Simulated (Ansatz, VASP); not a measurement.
# CaHfSe3: VASP beside Ansatz, part 2 of 2

One calculation is typed for both programs; each brings its own data sets. How far apart do they land? The cell is generated by rule, not measured, and may not be a known phase. The cell is taken from a series of runs on this material, whose earlier steps may have relaxed, scaled, displaced or heated it; both programs get it as it stands.

VASP 6.6.1 and Ansatz 0.2.0.

So far: The structure; Ansatz: relaxation of cell and atoms, LDA.

**3. VASP: relaxation of cell and atoms, LDA**

Level of this step: LDA; plane waves and PAW (Ca_sv, Hf_pv, Se); invented cell (VASP).

The same cell, functional (in two slightly different forms), mesh and smearing now go to VASP, with its own data sets.

Lines of VASP's logs that name or quote its potential files are left out, and so is its time.

The input, INCAR:

```
SYSTEM = CaHfSe3
PREC = Accurate
ENCUT = 500
EDIFF = 1E-07
NELM = 120
ISMEAR = 1
SIGMA = 0.2
LREAL = .FALSE.
ALGO = Normal
GGA = CA
NBANDS = 48
LASPH = .TRUE.
LORBIT = 11
LWAVE = .FALSE.
LCHARG = .FALSE.
ISIF = 3
IBRION = 2
NSW = 80
EDIFFG = -0.005
GGA_COMPAT = .FALSE.
NELMIN = 4
KPAR = 2
```

The input, POSCAR:

```
CaHfSe3
1.0
   -3.6110850000      3.6110850000      5.1764370000
    3.6110850000     -3.6110850000      5.1764370000
    3.6110850000      3.6110850000     -5.1764370000
Ca Hf Se
2 2 6
Direct
    0.1694976680      0.1694976680      0.0000000000
    0.8305022354      0.8305022354      0.0000000000
    0.0000000000      0.5000000000      0.5000000000
    0.5000000000      0.0000000000      0.5000000000
    0.7601682043      0.7601682043      0.5203364086
    0.2398317957      0.2398317957      0.4796635914
    0.2499999517      0.7499999517      0.5000000000
    0.7499999517      0.2499999517      0.5000000000
    0.7601682043      0.2398317957      0.0000000000
    0.2398317957      0.7601682043      0.0000000000
```

The input, KPOINTS:

```
Automatic mesh
0
Gamma
6 6 6
0 0 0
```

PAW data sets: Ca_sv, Hf_pv and Se (LDA family, release 64).

The run is started by

```sh
$ mpirun -np 2 vasp_std
```

Numbers of over 12 decimals in the logs are rounded to 6 here.

The program printed:

```text
[banner, memory and clock lines left out]
running    2 mpi-ranks, on    1 nodes
 distrk:  each k-point on    1 cores,    2 groups
 distr:  one band on    1 cores,    1 groups

 POSCAR found type information on POSCAR CaHfSe
 POSCAR found :  3 types and      10 ions
 LDA part: xc-table for (Slater(with rela. corr.)+CA(PZ))
 , standard interpolation
 POSCAR, INCAR and KPOINTS ok, starting setup
 FFT: planning ... GRIDC
 FFT: planning ... GRID_SOFT
 FFT: planning ... GRID
 WAVECAR not read
 entering main loop
       N       E                     dE             d eps       ncg     rms          rms(c)
DAV:   1     0.550850344933E+03    0.55085E+03   -0.35152E+04  2936   0.138E+03
DAV:   2    -0.169690449223E+02   -0.56782E+03   -0.55098E+03  3592   0.350E+02
DAV:   3    -0.656574416012E+02   -0.48688E+02   -0.48123E+02  4056   0.804E+01
DAV:   4    -0.676788826760E+02   -0.20214E+01   -0.20143E+01  4880   0.158E+01
DAV:   5    -0.677641879688E+02   -0.85305E-01   -0.85275E-01  4096   0.218E+00    0.724E+01
DAV:   6    -0.640921173054E+02    0.36721E+01   -0.10068E+01  3472   0.934E+00    0.490E+01
DAV:   7    -0.639242278319E+02    0.16789E+00   -0.35347E+00  3632   0.649E+00    0.732E+00
DAV:   8    -0.638092090017E+02    0.11502E+00   -0.15062E+00  3448   0.370E+00    0.153E+00
DAV:   9    -0.637827050483E+02    0.26504E-01   -0.29171E-01  3528   0.166E+00    0.575E-01
DAV:  10    -0.637788392960E+02    0.38658E-02   -0.21055E-02  3672   0.533E-01    0.739E-01
DAV:  11    -0.637789676792E+02   -0.12838E-03   -0.41975E-03  3848   0.210E-01    0.271E-01
DAV:  12    -0.637789599364E+02    0.77428E-05   -0.35618E-04  3840   0.636E-02    0.478E-02
DAV:  13    -0.637789818464E+02   -0.21910E-04   -0.48817E-05  3856   0.266E-02    0.977E-02
DAV:  14    -0.637789792371E+02    0.26093E-05   -0.72412E-06  4168   0.935E-03    0.675E-02
DAV:  15    -0.637789777293E+02    0.15078E-05   -0.67941E-06  3480   0.876E-03    0.657E-03
DAV:  16    -0.637789776813E+02    0.47962E-07   -0.87777E-07  3656   0.322E-03
   1 F= -.63778978E+02 E0= -.63780792E+02  d E =-.637790E+02
[...]
2 F= -.63779134E+02 E0= -.63780958E+02  d E =-.156739E-03
[...]
3 F= -.63779138E+02 E0= -.63780960E+02  d E =-.160172E-03
[...]
4 F= -.63779271E+02 E0= -.63781084E+02  d E =-.132958E-03
 trial-energy change:   -0.000133  1 .order   -0.000133   -0.000161   -0.000104
 step:   2.7568(harm=  2.7568)  dis= 0.00431  next Energy=   -63.779366 (dE=-0.228E-03)
 bond charge predicted
       N       E                     dE             d eps       ncg     rms          rms(c)
DAV:   1    -0.637794242104E+02   -0.15345E-03   -0.72933E-02  2928   0.118E+00    0.253E-01
DAV:   2    -0.637794689031E+02   -0.44693E-04   -0.33725E-03  3616   0.258E-01    0.724E-02
DAV:   3    -0.637793910436E+02    0.77860E-04   -0.16358E-04  3848   0.583E-02    0.367E-02
DAV:   4    -0.637793734881E+02    0.17555E-04   -0.82325E-05  4280   0.361E-02    0.181E-02
DAV:   5    -0.637793739855E+02   -0.49741E-06   -0.91830E-06  4328   0.105E-02    0.157E-02
DAV:   6    -0.637793741806E+02   -0.19508E-06   -0.11561E-06  4488   0.330E-03    0.435E-03
DAV:   7    -0.637793741633E+02    0.17258E-07   -0.34773E-07  3384   0.241E-03
   5 F= -.63779374E+02 E0= -.63781170E+02  d E =-.236310E-03
 curvature:  -2.06 expect dE=-0.256E-04 dE for cont linesearch -0.607E-06
 trial: gam=-0.01575 g(F)=  0.243E-05 g(S)=  0.100E-04 ort = 0.854E-05 (trialstep = 0.133E+01)
 search vector abs. value=  0.122E-04
 reached required accuracy - stopping structural energy minimisation
```

OUTCAR, selected parts (step 3):

```text
ion  position               nearest neighbor table
   1  0.169  0.169  0.000-
   2  0.831  0.831  0.000-
   3  0.000  0.500  0.500-   5 2.56   6 2.56  10 2.56   9 2.56   7 2.59   8 2.59
   4  0.500  0.000  0.500-   5 2.56   6 2.56   9 2.56  10 2.56   8 2.59   7 2.59
   5  0.760  0.760  0.520-   3 2.56   4 2.56
   6  0.240  0.240  0.480-   3 2.56   4 2.56
   7  0.250  0.750  0.500-   3 2.59   4 2.59
   8  0.750  0.250  0.500-   4 2.59   3 2.59
   9  0.760  0.240  0.000-   3 2.56   4 2.56
  10  0.240  0.760  0.000-   4 2.56   3 2.56

  LATTYP: Found a body centered tetragonal cell.
 ALAT       =     7.2221700000
 C/A-ratio  =     1.4334852267

 Subroutine GETGRP returns: Found 16 space group operations
 (whereof 16 operations were pure point group operations)

The static configuration has the point symmetry D_4h.

 Found     30 irreducible k-points:

   k-points           NKPTS =     30   k-points in BZ     NKDIM =     30   number of bands    NBANDS=     48

   dimension x,y,z NGX =    54 NGY =   54 NGZ =   54
   dimension x,y,z NGXF=   108 NGYF=  108 NGZF=  108

   ENCUT  =  500.0 eV  36.75 Ry    6.06 a.u.  13.26 13.26 13.26*2*pi/ulx,y,z

   NELECT =      76.0000    total number of electrons

 k-points in reciprocal lattice and weights: Automatic mesh
   0.00000000  0.00000000  0.00000000       0.005
   0.16666667 -0.00000000  0.00000000       0.037
   0.33333333  0.00000000  0.00000000       0.037
   0.50000000  0.00000000  0.00000000       0.019
   0.16666667  0.16666667 -0.00000000       0.037
   0.33333333  0.16666667 -0.00000000       0.074
   0.50000000  0.16666667  0.00000000       0.074
  -0.33333333  0.16666667  0.00000000       0.074
  -0.16666667  0.16666667  0.00000000       0.019
[...]
-0.33333333 -0.33333333  0.33333333       0.009
   0.50000000  0.50000000  0.50000000       0.005

 average (electrostatic) potential at core
       1 -47.1420       2 -47.1420       3 -40.2433       4 -40.2433       5 -60.7832
       6 -60.7832       7 -60.5777       8 -60.5777       9 -60.7832      10 -60.7832

 E-fermi :   3.1341

 k-point     1 :       0.0000    0.0000    0.0000
  band No.  band energies     occupation
    ...
     35       2.5504      2.00029
     36       2.6362      2.00243
     37       2.9976      1.90726
     38       2.9976      1.90726
     39       3.1333      1.00692
     40       3.4308     -0.05674
     41       3.4308     -0.05674
     42       4.2380     -0.00000
     43       4.8429     -0.00000
     44       4.9309     -0.00000
    ...

 k-point     2 :       0.1667   -0.0000    0.0000
  band No.  band energies     occupation
    ...
     34       2.2119      2.00000
     35       2.3104      2.00000
     36       2.5390      2.00021
     37       2.8586      2.06512
     38       2.9152      2.06472
     39       3.5162     -0.02110
     40       3.7143     -0.00032
     41       3.7864     -0.00004
     42       4.4882     -0.00000
     43       5.0405     -0.00000
    ...

 k-point     3 :       0.3333    0.0000    0.0000
  band No.  band energies     occupation
    ...
     34       1.9207      2.00000
     35       2.0753      2.00000
     36       2.2249      2.00000
     37       2.4525      2.00002
     38       2.6197      2.00167
     39       3.9888     -0.00000
     40       4.1898     -0.00000
     41       4.3918     -0.00000
     42       4.9378     -0.00000
     43       5.1134     -0.00000
    ...

  Total       -0.0264988     -0.0264988      0.0259094      0.0000000     -0.0000000      0.0000000
  in kB       -0.1572380     -0.1572380      0.1537404      0.0000000     -0.0000000      0.0000000
  external PRESSURE =      -0.0535786 kB  Pullay stress =       0.0000000 kB

  energy-cutoff  :      500.00
  volume of cell :      270.01
      direct lattice vectors                 reciprocal lattice vectors
    -3.611537259  3.611537259  5.175303192     0.000000000  0.138445201  0.096612697
     3.611537259 -3.611537259  5.175303192     0.138445201  0.000000000  0.096612697
     3.611537259  3.611537259 -5.175303192     0.138445201  0.138445201  0.000000000

 POSITION                                       TOTAL-FORCE (eV/Angst)
 -----------------------------------------------------------------------------------
      0.00000      0.00000      1.75996         0.000000      0.000000      0.004562
      0.00000      0.00000      8.59065         0.000000     -0.000000     -0.004562
      3.61154      0.00000      0.00000         0.000000     -0.000000     -0.000000
      0.00000      3.61154      0.00000         0.000000     -0.000000     -0.000000
      1.87604      1.87604      5.17530         0.001049      0.001049     -0.000000
      1.73550      1.73550      0.00000        -0.001049     -0.001049     -0.000000
      3.61154      0.00000      2.58765         0.000000      0.000000     -0.000000
      0.00000      3.61154      2.58765         0.000000     -0.000000     -0.000000
      1.73550      5.48758      0.00000        -0.001049      0.001049     -0.000000
      1.87604     -1.87604      5.17530         0.001049     -0.001049     -0.000000
 -----------------------------------------------------------------------------------
    total drift:                                0.000000     -0.000000      0.001016

  FREE ENERGIE OF THE ION-ELECTRON SYSTEM (eV)
  ---------------------------------------------------
  free  energy   TOTEN  =       -63.7793741633 eV

  energy  without entropy=      -63.7847605015  energy(sigma->0) =      -63.78116961

 reached required accuracy - stopping structural energy minimisation

 total charge
# of ion       s       p       d       tot
------------------------------------------
    1        2.018   5.821   0.230   8.069
    2        2.018   5.821   0.230   8.069
    3        0.321   6.525   1.578   8.424
    4        0.321   6.525   1.578   8.424
    5        1.451   2.493   0.024   3.968
    6        1.451   2.493   0.024   3.968
    7        1.453   2.443   0.018   3.914
    8        1.453   2.443   0.018   3.914
    9        1.451   2.493   0.024   3.968
   10        1.451   2.493   0.024   3.968
--------------------------------------------------
tot         13.385  39.552   3.748  56.686

[... 3 further parts left out ...]
```

**4. Differences**

Known differences besides the potentials themselves: the two LDA forms differ slightly; the data sets hold 168 valence electrons in Ansatz (on its PAW soft_1 files) and 76 in VASP; the cutoff is 420 eV in Ansatz and 500 eV in VASP; VASP's log shows a relativistic correction to its local exchange, Ansatz's none; Ansatz adds a Pulay correction to the stress that steers its cell, VASP none. Total energies have different zeros and are not compared.

Both answers:

```csv
quantity,Ansatz,VASP,difference
volume (Å³),270.03,270.01,+0.01 %
"edge a after relaxation, in the typed setting (Å)",7.272,7.271,+0.01 %
```

**5. What came out**

```
difference in edge a after relaxation, in the typed setting (relaxation of cell and atoms, LDA) : 0.0083 %
```

In words: The difference in edge a after relaxation, in the typed setting is 0.0083 % (relaxation of cell and atoms, LDA), within the 1.2 % picked in this series as the mark of a large difference, as far as the stopping tolerances let one tell. The data sets hold unlike numbers of valence electrons (168 in Ansatz and 76 in VASP), so part of the differences comes from the potentials. Such differences can come from data sets, numerical settings and the points named under the comparisons, not from the functional's error against experiment.

[Lines on the potential files, build, host, timing and source positions are cut from VASP's logs without a mark.]

[Logs are printed without paths, hosts, clocks, repeated set-up lines and the standing remarks that a program may print on its own settings, such as how far it seeks lower states.]

[Hosts, paths, dates, database ids (printed as entryN), source tags and the programs' standing remarks are cut or masked in the printed files.]
